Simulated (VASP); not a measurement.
These are PBEsol GGA, VASP's PBE PAW potentials (set 64) (plane waves; VASP) values and carry that method's errors.

A VASP calculation is set up with these files.

INCAR:
```
SYSTEM = Ni3Si(111) slab
PREC = Normal; ENCUT = 400; LREAL = Auto
LASPH = .TRUE.
EDIFF = 1E-5; NELM = 100; NELMIN = 4
ALGO = Normal; LMAXMIX = 4
ISMEAR = 1; SIGMA = 0.1
GGA = PS
IBRION = 2; NSW = 50; ISIF = 2
EDIFFG = -0.03
LWAVE = .TRUE.; LCHARG = .FALSE.
DIPOL = 0.5 0.5 0.5
LDIPOL = .TRUE.; IDIPOL = 3
```

POSCAR:
```
Ni3Si(111) slab
1
    4.8950269147     0.0000000000     0.0000000000
   -2.4475134574     4.2392168305     0.0000000000
    0.0000000000     0.0000000000    24.7838387333
Si Ni
5 15
Direct
  0.3333330000   0.6666670000   0.3387350000
  0.6666670000   0.3333330000   0.4193670000
  0.0000000000   0.0000000000   0.5000000000
  0.3333330000   0.6666670000   0.5806330000
  0.6666670000   0.3333330000   0.6612650000
  0.8333330000   0.1666670000   0.3387350000
  0.8333330000   0.6666670000   0.3387350000
  0.3333330000   0.1666670000   0.3387350000
  0.1666670000   0.8333330000   0.4193670000
  0.1666670000   0.3333330000   0.4193670000
  0.6666670000   0.8333330000   0.4193670000
  0.5000000000   0.5000000000   0.5000000000
  0.5000000000   0.0000000000   0.5000000000
  0.0000000000   0.5000000000   0.5000000000
  0.8333330000   0.1666670000   0.5806330000
  0.8333330000   0.6666670000   0.5806330000
  0.3333330000   0.1666670000   0.5806330000
  0.1666670000   0.8333330000   0.6612650000
  0.1666670000   0.3333330000   0.6612650000
  0.6666670000   0.8333330000   0.6612650000
```

File KPOINTS:
```
Automatic mesh
0
G
 7 7 1
```

POTCAR, in this order: Si Ni (PBE.64 set). Program: vasp_std.

The resulting files:

**OSZICAR**
```
...
DAV:  17    -0.125631948038E+03    0.19162E-01   -0.35678E-02  1782   0.169E+00    0.164E+00
DAV:  18    -0.125629149616E+03    0.27984E-02   -0.52612E-03  1832   0.501E-01    0.133E+00
DAV:  19    -0.125624458376E+03    0.46912E-02   -0.98635E-03  1784   0.625E-01    0.742E-01
DAV:  20    -0.125624207566E+03    0.25081E-03   -0.67107E-03  1822   0.503E-01    0.334E-01
DAV:  21    -0.125624474267E+03   -0.26670E-03   -0.10543E-03  2432   0.230E-01    0.282E-01
DAV:  22    -0.125624684336E+03   -0.21007E-03   -0.62306E-04  1826   0.151E-01    0.342E-01
DAV:  23    -0.125624420509E+03    0.26383E-03   -0.70584E-04  1870   0.205E-01    0.214E-01
DAV:  24    -0.125624559239E+03   -0.13873E-03   -0.27478E-04  1750   0.834E-02    0.171E-01
DAV:  25    -0.125624624604E+03   -0.65366E-04   -0.26106E-05  1300   0.446E-02    0.998E-02
DAV:  26    -0.125624872493E+03   -0.24789E-03   -0.58451E-04  1706   0.119E-01    0.108E-01
DAV:  27    -0.125624857526E+03    0.14967E-04   -0.76267E-05  1754   0.499E-02    0.729E-02
DAV:  28    -0.125624862233E+03   -0.47073E-05   -0.54531E-05  1678   0.448E-02
   1 F= -.12562486E+03 E0= -.12562903E+03  d E =-.125625E+03
       N       E                     dE             d eps       ncg     rms          rms(c)
DAV:   1    -0.125634718392E+03   -0.98609E-02   -0.38474E+00  1632   0.611E+00    0.287E-01
DAV:   2    -0.125643822822E+03   -0.91044E-02   -0.78597E-02  2186   0.278E+00    0.874E-01
DAV:   3    -0.125639423962E+03    0.43989E-02   -0.23891E-02  1848   0.222E+00    0.261E-01
DAV:   4    -0.125639733044E+03   -0.30908E-03   -0.44839E-03  2390   0.815E-01    0.294E-01
DAV:   5    -0.125639426503E+03    0.30654E-03   -0.27585E-03  1948   0.846E-01    0.219E-01
DAV:   6    -0.125639292148E+03    0.13436E-03   -0.95452E-04  2364   0.285E-01    0.104E-01
DAV:   7    -0.125639221481E+03    0.70666E-04   -0.39168E-04  2300   0.166E-01    0.387E-02
DAV:   8    -0.125639223223E+03   -0.17417E-05   -0.10766E-04  1794   0.130E-01    0.169E-02
DAV:   9    -0.125639226881E+03   -0.36576E-05   -0.14107E-05   942   0.368E-02
   2 F= -.12563923E+03 E0= -.12564321E+03  d E =-.143646E-01
       N       E                     dE             d eps       ncg     rms          rms(c)
DAV:   1    -0.125638870022E+03    0.35320E-03   -0.11791E+00  1632   0.338E+00    0.158E-01
DAV:   2    -0.125641816631E+03   -0.29466E-02   -0.24652E-02  2184   0.158E+00    0.515E-01
DAV:   3    -0.125640277700E+03    0.15389E-02   -0.79959E-03  1844   0.126E+00    0.148E-01
DAV:   4    -0.125640389123E+03   -0.11142E-03   -0.14161E-03  2382   0.471E-01    0.165E-01
DAV:   5    -0.125640284313E+03    0.10481E-03   -0.72861E-04  1924   0.441E-01    0.115E-01
DAV:   6    -0.125640273332E+03    0.10981E-04   -0.32532E-04  2380   0.161E-01    0.525E-02
DAV:   7    -0.125640252064E+03    0.21268E-04   -0.12800E-04  1966   0.821E-02    0.218E-02
DAV:   8    -0.125640251303E+03    0.76051E-06   -0.25178E-05   942   0.697E-02
   3 F= -.12564025E+03 E0= -.12564412E+03  d E =-.153891E-01
       N       E                     dE             d eps       ncg     rms          rms(c)
DAV:   1    -0.125640366304E+03   -0.11424E-03   -0.14597E-01  1632   0.119E+00    0.526E-02
DAV:   2    -0.125640665294E+03   -0.29899E-03   -0.27311E-03  2172   0.497E-01    0.157E-01
DAV:   3    -0.125640528210E+03    0.13708E-03   -0.77903E-04  1826   0.384E-01    0.479E-02
DAV:   4    -0.125640544928E+03   -0.16719E-04   -0.14686E-04  2132   0.154E-01    0.579E-02
DAV:   5    -0.125640530703E+03    0.14226E-04   -0.96103E-05  1668   0.159E-01    0.405E-02
DAV:   6    -0.125640531324E+03   -0.62131E-06   -0.37427E-05  1216   0.667E-02
   4 F= -.12564053E+03 E0= -.12564444E+03  d E =-.156691E-01
       N       E                     dE             d eps       ncg     rms          rms(c)
DAV:   1    -0.125640537756E+03   -0.70534E-05   -0.29166E-03  1656   0.169E-01    0.141E-02
DAV:   2    -0.125640567907E+03   -0.30151E-04   -0.15946E-04  2074   0.178E-01    0.652E-02
DAV:   3    -0.125640540064E+03    0.27844E-04   -0.81768E-05  1570   0.146E-01    0.833E-03
DAV:   4    -0.125640541520E+03   -0.14566E-05   -0.94702E-06   864   0.390E-02
   5 F= -.12564054E+03 E0= -.12564446E+03  d E =-.156793E-01
       N       E                     dE             d eps       ncg     rms          rms(c)
DAV:   1    -0.125641594316E+03   -0.10543E-02   -0.28414E-01  1632   0.167E+00    0.837E-02
DAV:   2    -0.125642841810E+03   -0.12475E-02   -0.58859E-03  2476   0.995E-01    0.418E-01
DAV:   3    -0.125641752609E+03    0.10892E-02   -0.32466E-03  1916   0.867E-01    0.643E-02
DAV:   4    -0.125641833027E+03   -0.80418E-04   -0.58765E-04  2424   0.266E-01    0.922E-02
DAV:   5    -0.125641790628E+03    0.42400E-04   -0.26090E-04  1876   0.224E-01    0.332E-02
DAV:   6    -0.125641806833E+03   -0.16205E-04   -0.82131E-05  1722   0.847E-02    0.239E-02
DAV:   7    -0.125641803912E+03    0.29207E-05   -0.17647E-05   906   0.387E-02
   6 F= -.12564180E+03 E0= -.12564573E+03  d E =-.126239E-02
       N       E                     dE             d eps       ncg     rms          rms(c)
DAV:   1    -0.125642215681E+03   -0.40885E-03   -0.55697E-01  1632   0.233E+00    0.113E-01
DAV:   2    -0.125644439200E+03   -0.22235E-02   -0.10759E-02  2492   0.132E+00    0.554E-01
DAV:   3    -0.125642564236E+03    0.18750E-02   -0.57960E-03  1900   0.115E+00    0.899E-02
DAV:   4    -0.125642699907E+03   -0.13567E-03   -0.11074E-03  2440   0.371E-01    0.128E-01
DAV:   5    -0.125642615320E+03    0.84587E-04   -0.51389E-04  1876   0.314E-01    0.500E-02
DAV:   6    -0.125642640542E+03   -0.25222E-04   -0.17477E-04  2294   0.134E-01    0.384E-02
DAV:   7    -0.125642633850E+03    0.66915E-05   -0.38808E-05  1210   0.604E-02
   7 F= -.12564263E+03 E0= -.12564658E+03  d E =-.209233E-02
       N       E                     dE             d eps       ncg     rms          rms(c)
DAV:   1    -0.125642821984E+03   -0.18144E-03   -0.50310E-01  1632   0.225E+00    0.114E-01
DAV:   2    -0.125645627901E+03   -0.28059E-02   -0.13589E-02  2348   0.154E+00    0.634E-01
DAV:   3    -0.125642988183E+03    0.26397E-02   -0.78832E-03  2004   0.127E+00    0.761E-02
DAV:   4    -0.125643126055E+03   -0.13787E-03   -0.89949E-04  2444   0.218E-01    0.815E-02
DAV:   5    -0.125643143191E+03   -0.17136E-04   -0.29654E-04  1822   0.269E-01    0.744E-02
DAV:   6    -0.125643128169E+03    0.15022E-04   -0.14769E-04  1754   0.180E-01    0.329E-02
DAV:   7    -0.125643122627E+03    0.55422E-05   -0.48068E-05  1366   0.674E-02
   8 F= -.12564312E+03 E0= -.12564706E+03  d E =-.488776E-03
       N       E                     dE             d eps       ncg     rms          rms(c)
DAV:   1    -0.125643141828E+03   -0.13659E-04   -0.16954E-02  1632   0.410E-01    0.334E-02
DAV:   2    -0.125643415515E+03   -0.27369E-03   -0.12128E-03  2076   0.494E-01    0.200E-01
DAV:   3    -0.125643133693E+03    0.28182E-03   -0.74701E-04  2070   0.415E-01    0.181E-02
DAV:   4    -0.125643148501E+03   -0.14808E-04   -0.41940E-05  1308   0.729E-02    0.233E-02
DAV:   5    -0.125643147631E+03    0.87011E-06   -0.20049E-05   872   0.584E-02
   9 F= -.12564315E+03 E0= -.12564710E+03  d E =-.513780E-03
       N       E                     dE             d eps       ncg     rms          rms(c)
DAV:   1    -0.125643357924E+03   -0.20942E-03   -0.87700E-02  1632   0.936E-01    0.498E-02
DAV:   2    -0.125643776292E+03   -0.41837E-03   -0.22870E-03  2252   0.586E-01    0.234E-01
DAV:   3    -0.125643446201E+03    0.33009E-03   -0.11040E-03  1908   0.505E-01    0.306E-02
DAV:   4    -0.125643473109E+03   -0.26908E-04   -0.18792E-04  2096   0.150E-01    0.538E-02
DAV:   5    -0.125643458364E+03    0.14745E-04   -0.82705E-05  1626   0.137E-01    0.176E-02
DAV:   6    -0.125643463440E+03   -0.50755E-05   -0.20402E-05   904   0.395E-02
  10 F= -.12564346E+03 E0= -.12564744E+03  d E =-.315809E-03
```

### OUTCAR
```
------------------------ aborting loop because EDIFF is reached ----------------------------------------
  FORCE on cell =-STRESS in cart. coord.  units (eV):
  Direction    XX          YY          ZZ          XY          YZ          ZX
  --------------------------------------------------------------------------------------
  Total       -8.5109330     -8.5109296     -1.1041338      0.0000000      0.0000000      0.0000000
  in kB      -26.5141960    -26.5141856     -3.4397194      0.0000000      0.0000000      0.0000000
  external PRESSURE =     -18.8227004 kB  Pullay stress =       0.0000000 kB
  volume of cell :      514.29
      direct lattice vectors                 reciprocal lattice vectors
     4.895026915  0.000000000  0.000000000     0.204288969  0.117946314  0.000000000
    -2.447513457  4.239216831  0.000000000     0.000000000  0.235892628  0.000000000
     0.000000000  0.000000000 24.783838733     0.000000000  0.000000000  0.040348875
 POSITION                                       TOTAL-FORCE (eV/Angst)
 -----------------------------------------------------------------------------------
     -0.00000      2.82615      8.41108        -0.000000      0.000000      0.009947
      2.44752      1.41307     10.37509        -0.000000      0.000000      0.017151
     -2.44751      4.23922     12.39192        -0.000000      0.000000      0.000000
     -0.00000      2.82615     14.40875        -0.000000      0.000000     -0.017151
      2.44752      1.41307     16.37276        -0.000000      0.000000     -0.009947
      3.66186      0.71197      8.41176        -0.000630      0.000364      0.011074
      2.44751      2.81528      8.41176         0.000000     -0.000728      0.011074
      1.23316      0.71197      8.41176         0.000630      0.000364      0.011074
     -1.22554      3.53371     10.39475         0.006301     -0.003638     -0.013449
      0.00000      1.41101     10.39475        -0.000000      0.007275     -0.013449
      1.22555      3.53371     10.39475        -0.006301     -0.003638     -0.013449
      1.22376      2.11961     12.39192        -0.000000      0.000000      0.000000
     -0.00000      4.23922     12.39192        -0.000000      0.000000      0.000000
     -1.22376      2.11961     12.39192        -0.000000      0.000000      0.000000
      3.67305      0.70551     14.38908        -0.006301      0.003638      0.013449
      2.44751      2.82821     14.38908         0.000000     -0.007275      0.013449
      1.22197      0.70551     14.38908         0.006301      0.003638      0.013449
     -1.21434      3.52725     16.37208         0.000630     -0.000364     -0.011074
      0.00000      1.42394     16.37208        -0.000000      0.000728     -0.011074
      1.21435      3.52725     16.37208        -0.000630     -0.000364     -0.011074
 -----------------------------------------------------------------------------------
    total drift:                                0.000000      0.000000      0.000000
  FREE ENERGIE OF THE ION-ELECTRON SYSTEM (eV)
  ---------------------------------------------------
  free  energy   TOTEN  =      -125.6434634399 eV

  energy  without entropy=     -125.6553861928  energy(sigma->0) =     -125.64743769

 reached required accuracy - stopping structural energy minimisation
```
(Selected blocks of OUTCAR.)

File CONTCAR:
```
Ni3Si(111) slab
   1.00000000000000
     4.8950269146999998    0.0000000000000000    0.0000000000000000
    -2.4475134573999999    4.2392168305000002    0.0000000000000000
     0.0000000000000000    0.0000000000000000   24.7838387333000014
  Si              Ni
     5    15
Direct
     0.3333330000000032    0.6666669999999968    0.3393777098703305
     0.6666669999999968    0.3333330000000032    0.4186230614798180
     0.0000000000000000    1.0000000000000000    0.5000000000000000
     0.3333330000000032    0.6666669999999968    0.5813769385201821
     0.6666669999999968    0.3333330000000032    0.6606222901296697
     0.8320514139266684    0.1679485860733316    0.3394050136724159
     0.8320514139266684    0.6641038278533272    0.3394050136724159
     0.3358961721466729    0.1679485860733316    0.3394050136724159
     0.1664237390074490    0.8335762609925511    0.4194166455623125
     0.1664237390074490    0.3328464780149077    0.4194166455623125
     0.6671535219850923    0.8335762609925511    0.4194166455623125
     0.5000000000000000    0.5000000000000000    0.5000000000000000
     0.5000000000000000    1.0000000000000000    0.5000000000000000
     0.0000000000000000    0.5000000000000000    0.5000000000000000
     0.8335762609925511    0.1664237390074490    0.5805833544376875
     0.8335762609925511    0.6671535219850923    0.5805833544376875
     0.3328464780149077    0.1664237390074490    0.5805833544376875
     0.1679485860733316    0.8320514139266684    0.6605949863275843
     0.1679485860733316    0.3358961721466729    0.6605949863275843
     0.6641038278533272    0.8320514139266684    0.6605949863275843
```

**OUTCAR**
```
 val. band max:        1.4604275745   @ k =   0.0000   0.0000   0.0000

 cond. band min:       1.4762482198   @ k =   0.2857   0.2857   0.0000


 Fermi energy:         1.4736517922

 k-point     1 :       0.0000    0.0000    0.0000
  band No.  band energies     occupation
      1     -10.4511      2.00000
      2      -9.5645      2.00000
      3      -8.2378      2.00000
      4      -6.9918      2.00000
      5      -6.7450      2.00000
      6      -4.1109      2.00000
      7      -3.8224      2.00000
      8      -3.4839      2.00000
      9      -3.2312      2.00000
     10      -3.2312      2.00000
     11      -3.2271      2.00000
     12      -3.2271      2.00000
     13      -3.1523      2.00000
     14      -3.1276      2.00000
     15      -2.9289      2.00000
     16      -2.9289      2.00000
     17      -2.7076      2.00000
     18      -2.7076      2.00000
     19      -2.5362      2.00000
     20      -2.5362      2.00000
     21      -2.3222      2.00000
     22      -2.2094      2.00000
     23      -2.1575      2.00000
     24      -2.1575      2.00000
     25      -2.0226      2.00000
     26      -1.9137      2.00000
     27      -1.9137      2.00000
     28      -1.8683      2.00000
     29      -1.8172      2.00000
     30      -1.8172      2.00000
     31      -1.6069      2.00000
     32      -1.6069      2.00000
     33      -1.0874      2.00000
     34      -1.0602      2.00000
     35      -0.8767      2.00000
     36      -0.8767      2.00000
     37      -0.8315      2.00000
     38      -0.8048      2.00000
     39      -0.8048      2.00000
     40      -0.6782      2.00000
     41      -0.6046      2.00000
     42      -0.6046      2.00000
     43      -0.5993      2.00000
     44      -0.4075      2.00000
     45      -0.4075      2.00000
     46      -0.4040      2.00000
     47      -0.4040      2.00000
     48      -0.3372      2.00000
     49      -0.2187      2.00000
     50      -0.1420      2.00000
     51      -0.0242      2.00000
...
```

The cell is a thin slab with vacuum, built from Ni3Si (L1_2): (111) face. The run is not spin-polarised, so no magnetic state was tried.
